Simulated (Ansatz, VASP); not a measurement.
## ZnPS3: VASP beside Ansatz

One calculation is typed for both programs; each brings its own data sets. How far apart do they land? The cell is taken from a series of runs on this material, whose earlier steps may have relaxed, scaled, displaced or heated it; both programs get it as it stands.

Program: Ansatz 0.2.0. Level of theory: plane waves, with VASP 6.6.1 beside it; G0W0 gap at LDA. Results are calculated unless marked as measured.

## 1. The starting structure

Symmetry: C2/m, No. 12, monoclinic system. The conventional cell has a = 5.848 Å, b = 10.138 Å, c = 6.591 Å, α = 90.00°, β = 107.03°, γ = 90.00°. Nearest to Zn lie 6 S at 2.50 to 2.51 Å. P has 3 S at 2.03 Å and 1 P at 2.19 Å nearest. Nearest to S lie 1 P at 2.03 Å and 2 Zn at 2.50 Å. Nearest to S lie 1 P at 2.03 Å and 2 Zn at 2.51 Å. Farther neighbours and most contacts between anions are not listed.

## 2. Ansatz: G0W0 gap, LDA

Ansatz runs on its default PAW (the set named soft_2) files.

Quasiparticle shifts depend on high empty states and on the cores, so they are the hardest test of two PAW sets.

The input, input.yaml:

```yaml
crystal:
  lattice:
    - [2.9240690911, -5.068857761, 0.0003371582]
    - [2.9240690911, 5.068857761, 0.0003371582]
    - [-1.9310533625, 0.0, 6.3013118549]
  atoms:
    - { symbol: Zn, position: [0.6674069794, 0.3325930206, 0.0] }
    - { symbol: Zn, position: [0.3325930206, 0.6674069794, 0.0] }
    - { symbol: P, position: [0.9420055719, 0.9420055719, 0.8265363257] }
    - { symbol: P, position: [0.0579944281, 0.0579944281, 0.1734636743] }
    - { symbol: S, position: [0.5801601651, 0.9164309796, 0.7487702062] }
    - { symbol: S, position: [0.0835690204, 0.4198398349, 0.2512297938] }
    - { symbol: S, position: [0.7466137585, 0.7466137585, 0.2506205515] }
    - { symbol: S, position: [0.2533862415, 0.2533862415, 0.7493794485] }
    - { symbol: S, position: [0.4198398349, 0.0835690204, 0.2512297938] }
    - { symbol: S, position: [0.9164309796, 0.5801601651, 0.7487702062] }
kpoints:
  mp_grid: { grid: [4, 4, 2] }
hamiltonian:
  xc: lda
scf:
  occupations: { method: fixed }
gw:
  n_empty_bands: 362
  ecut_chi: 90
  qp_bands: [v3, c3]
  qp_kpoints: band_edges
  screening: { model: contour_deformation }
```

Run with:

```sh
ansatz run input.yaml --threads 4 --pin off --max-ram 18432MiB --backend cpu --events-out ev --progress --plain --runs-dir out
```

Numbers of over 12 decimals in the logs are rounded to 6 here.

The log of the run:

```text
Engine: ansatz 0.2.0, aarch64-unknown-linux-gnu
Pseudopotentials: kind: paw
Pseudopotential: Zn, paw, valence charge 12, recommended cutoff 420 eV (normal), Zn.paw.azcp
Pseudopotential: P, paw, valence charge 5, recommended cutoff 420 eV (normal), P.paw.azcp
Pseudopotential: S, paw, valence charge 6, recommended cutoff 420 eV (normal), S.paw.azcp
Functional definition: SPW92
  exchange = slater_x
  correlation = pw_c
Crystal: 10 atoms, lattice volume = 186.799 Å³
Basis set: ecut = 420 eV, 3641 PW (Γ)
Bands: 45, of which v1, the nominal top of the filled ones, is band 35 counted from 1 (34 counted from 0)
Symmetry: 4 space group operations
Space group: C2/m (ITA 12), of the structure as read, at distance tolerance 5.7e-5 Å
k-points: 14 of 32
Non-local potential: Zn, projectors of the file, l = 0: 2, l = 1: 2, l = 2: 3, l = 3: 1
Non-local potential: P, projectors of the file, l = 0: 2, l = 1: 2, l = 2: 2
Non-local potential: S, projectors of the file, l = 0: 2, l = 1: 2, l = 2: 2
PAW form: soft (Blöchl's): semilocal exchange-correlation on the pseudo side does not see the compensation charge
PAW frozen core: Zn, regenerated for the run's functional, and the local potential with it (the file was generated under x = pbe(κ = 0.804, μ = 0.219515), c = pbe(β = 0.066725))
PAW frozen core: P, regenerated for the run's functional, and the local potential with it (the file was generated under x = pbe(κ = 0.804, μ = 0.219515), c = pbe(β = 0.066725))
PAW frozen core: S, regenerated for the run's functional, and the local potential with it (the file was generated under x = pbe(κ = 0.804, μ = 0.219515), c = pbe(β = 0.066725))
PAW one-centre angular grid: Zn, 590 points (default); XC on 64 Gauss nodes
PAW one-centre angular grid: P, 110 points (default); XC on 64 Gauss nodes
PAW one-centre angular grid: S, 110 points (default); XC on 64 Gauss nodes
Initial density: superposition of atomic densities (neutral atoms: chi_scale 0, normalization atom), corrected by the library's trained network
Initial wavefunctions: pseudopotential atomic-orbital guess
Functional: x = slater, c = lda
SCF iter   1: F=—  HF=-13165.897317 eV  |F-HF|=—  |Δ(HF+E_count)|=         —  Δρ=6.31e-3  dr2=5.89e-2  ethr=1.77e-3  ⟨swp⟩=5.9  Hψ=2760  notcnv=0  defer=94
preconditioner: auto → Resta (q_TF=auto, 2.317 Å⁻¹)  ε∞=6.0  [insulator: Δε(μ)=2.104 eV  Ē_g=10.187 eV  n_scr=38 (ndim 8)  ℏωp=22.7 eV  f_vac=0.015  ε∞_Penn≈6.0]
SCF iter   2: F=—  HF=-13165.883766 eV  |F-HF|=—  |Δ(HF+E_count)|=   1.36e-2  Δρ=3.14e-3  dr2=1.61e-2  ethr=8.41e-5  ⟨swp⟩=2.0  Hψ=1156  notcnv=0  defer=111
SCF iter   3: F=—  HF=-13165.881281 eV  |F-HF|=—  |Δ(HF+E_count)|=   2.48e-3  Δρ=1.89e-3  dr2=3.92e-3  ethr=2.30e-5  ⟨swp⟩=2.6  Hψ=1016  notcnv=0  defer=112
SCF iter   4: F=—  HF=-13165.879184 eV  |F-HF|=—  |Δ(HF+E_count)|=   2.10e-3  Δρ=3.14e-4  dr2=3.04e-4  ethr=5.60e-6  ⟨swp⟩=2.1  Hψ=1008  notcnv=0  defer=112
SCF iter   5: F=—  HF=-13165.879160 eV  |F-HF|=—  |Δ(HF+E_count)|=   2.42e-5  Δρ=1.28e-4  dr2=4.83e-5  ethr=4.34e-7  ⟨swp⟩=2.1  Hψ=1124  notcnv=0  defer=112
SCF iter   6: F=—  HF=-13165.879156 eV  |F-HF|=—  |Δ(HF+E_count)|=   4.24e-6  Δρ=4.56e-5  dr2=6.29e-6  ethr=6.91e-8  ⟨swp⟩=2.3  Hψ=967  notcnv=0  defer=112
SCF iter   7: F=—  HF=-13165.879157 eV  |F-HF|=—  |Δ(HF+E_count)|=   1.42e-6  Δρ=9.04e-6  dr2=1.90e-7  ethr=8.98e-9  ⟨swp⟩=2.2  Hψ=971  notcnv=0  defer=112
SCF iter   8: F=-13165.879157 eV  HF=-13165.879157 eV  |F-HF|=2.88e-9  |Δ(HF+E_count)|=   9.93e-8  Δρ=2.26e-6  dr2=1.42e-8  ethr=1.43e-10  ⟨swp⟩=14.4  Hψ=3104  notcnv=0
SCF 1 converged in 8 iterations: F = -13165.879157 eV  dr2 = 1.42e-8
  greatest PAW one-centre occupation: 0.988 electrons in one spin orbital (limit 2), on the Zn atom at site 1 (counted from 0), in its partial waves of l = 2
NSCF: frozen V_eff on 14 k-points
G₀W₀ screening: q 1/14
[... further progress lines ...]
NSCF: frozen V_eff on 1 k-points
NSCF: frozen V_eff on 1 k-points
[...]
SCF converged after 8 iterations
Free energy (F): -13165.879157 eV
Harris-Foulkes:  -13165.879157 eV  (|F-HF|=2.88e-9)
Internal energy: -13165.879157 eV  (E = F + TS)
E sigma→0 (E₀):  -13165.879157 eV
Fermi energy:    6.147593 eV
--- Per-component energies (eV) ---
  E_band       = 7.329260
  E_kinetic    = 1057.439152
  E_local      = -5443.547324  (includes V_loc(G=0)·N_el)
  E_nonlocal   = 1485.151375
  E_hartree    = 2260.306453
  E_xc         = -973.567733
  E_vxc        = -758.796980  (∫ρ·V_xc dr)
  E_paw        = -8009.911744  (= ΣΔE_a)
  E_vpaw       = -853.533669  (= ΣTr[D̂ρ^β])
  E_aug_tail   = -0.000723  (compensation charges beyond the density's cutoff)
  E_ewald      = -3546.016783
  E_core_change = 4.268171  (= ΣΔE_core)
  E_smearing   = -0.000000  (= −TS)
  E_closure    = 0.000000  (closes the sum)
  Σ components = -13165.879157   (vs F -13165.879157, Δ=0.00e0)
[...]
k-point 1: bands = [... 31 lower, 5.2194, 5.2980, 5.8541, 5.9193, 8.7761, 9.4015, 9.6538, 9.7598, ... 6 higher]
  k-point 2: bands = [... 31 lower, 5.1369, 5.2709, 5.3731, 5.6032, 9.1112, 9.5696, 9.7292, 9.8072, ... 6 higher]
  k-point 13: bands = [... 31 lower, 4.4782, 5.2269, 5.6940, 5.7905, 8.9621, 9.1375, 9.4838, 9.7077, ... 6 higher]
--- G₀W₀: contour deformation, 6 samples at zero and on the imaginary axis and 1 off it, 32 q-points, 362 empty bands' worth ---
  eigenvalues of the whole cell's RPA ε∞ on this k-mesh (on a slab, of 1 + 4πα/V) = 5.0822, 8.2377, 8.2601; static W/v taken at q = 0 is 0.151111
  gw.qp_kpoints: band_edges: 13 of 14 stored k-points solved, in 1 pass; an edge of the gap read off the rows below is read off those points alone
    valence top: of the k-points left out ik 2 came nearest to being solved in a further pass, in band 35 (counted from 1, as in the quasiparticle table): it holds the edge there only if its correction is more favourable than any solved in that band by at least 0.517 eV; those differ by 0.053 eV
    conduction bottom: of the k-points left out ik 2 came nearest to being solved in a further pass, in band 36 (counted from 1, as in the quasiparticle table): it holds the edge there only if its correction is more favourable than any solved in that band by at least 0.724 eV; those differ by 0.096 eV
    ik  band        ε_KS         Σx   Σc(E_QP)       V_xc       Z   E_QP_lin       E_QP  E_QP is
     0    33      5.3717   -18.6697     2.2514   -16.0639  0.7563     5.0155     5.0173  root
     0    34      5.7878   -20.3833     2.3107   -17.6697  0.7596     5.3828     5.3849  root
     0    35      5.8378   -20.4431     2.2946   -17.7473  0.7597     5.4345     5.4365  root
     0    36      8.2936   -10.3401    -4.1144   -15.3216  0.7847     9.1691     9.1607  root
     0    37      9.4097   -10.1379    -4.4486   -15.4839  0.7689    10.3198    10.3070  root
     0    38      9.5156    -8.4383    -4.2566   -13.4801  0.7796    10.3092    10.3008  root
     1    33      5.2980   -18.7159     2.3255   -16.0169  0.7548     4.9225     4.9246  root
     1    34      5.8541   -20.3881     2.2673   -17.7272  0.7604     5.4586     5.4605  root
     1    35      5.9193   -20.4638     2.2606   -17.8141  0.7603     5.5283     5.5302  root
     1    36      8.7761   -10.7953    -4.1760   -15.8411  0.7748     9.6557     9.6459  root
     1    37      9.4015    -9.6269    -4.3784   -14.8703  0.7748    10.2772    10.2665  root
     1    38      9.6538    -9.2930    -4.4197   -14.5368  0.7697    10.4886    10.4777  root
     3    33      5.2787   -20.1310     2.5400   -17.1325  0.7533     4.8170     4.8202  root
     3    34      5.3855   -19.2823     2.3801   -16.5006  0.7543     4.9815     4.9839  root
     3    35      5.8219   -20.3590     2.3005   -17.6529  0.7591     5.4142     5.4163  root
     3    36      9.0685   -10.1680    -4.2551   -15.2690  0.7697     9.9248     9.9145  root
     3    37      9.3790    -9.1414    -4.0583   -13.9995  0.7843    10.1869    10.1788  root
     3    38      9.6590    -8.7717    -4.3036   -13.8397  0.7761    10.4318    10.4234  root
     4    33      5.1325   -19.8395     2.5246   -16.8800  0.7511     4.6947     4.6977  root
     4    34      5.5555   -19.4395     2.2468   -16.7856  0.7592     5.1462     5.1485  root
     4    35      5.9616   -20.2239     2.3842   -17.4157  0.7574     5.5353     5.5377  root
     4    36      8.9070    -9.3558    -4.0799   -14.2456  0.7856     9.7248     9.7170  root
     4    37      9.1242    -9.7959    -4.2121   -14.8358  0.7710     9.9619     9.9519  root
     4    38      9.4965    -8.9994    -4.1671   -13.8876  0.7758    10.2248    10.2175  root
[...]
12    37      8.9850    -9.2298    -4.0050   -13.9324  0.7781     9.6887     9.6825  root
    12    38      9.1862    -9.9148    -4.1337   -14.8231  0.7720     9.9695     9.9608  root
    13    33      5.2269   -19.2922     2.4243   -16.4553  0.7528     4.8116     4.8143  root
    13    34      5.6940   -19.3624     2.1366   -16.8402  0.7610     5.3065     5.3084  root
    13    35      5.7905   -20.2502     2.4789   -17.3302  0.7556     5.3466     5.3494  root
    13    36      8.9621    -9.5337    -4.0601   -14.4107  0.7841     9.7870     9.7789  root
    13    37      9.1375    -9.7294    -4.1921   -14.7380  0.7716     9.9636     9.9540  root
    13    38      9.4838   -10.3856    -4.3685   -15.6099  0.7638    10.3519    10.3396  root
```

Reading the cycles: dr2 is the Hartree energy of the density residual (eV), the measure of convergence; HF is the Harris–Foulkes estimate of the energy, which meets the free energy F at convergence.

[end of part 1 of 2]

[Lines on the potential files, build, host, timing and source positions are cut from VASP's logs without a mark.]

[Logs are printed without paths, hosts, clocks, repeated set-up lines and the standing remarks that a program may print on its own settings, such as how far it seeks lower states.]

[Hosts, paths, dates, database ids (printed as entryN), source tags and the programs' standing remarks are cut or masked in the printed files.]
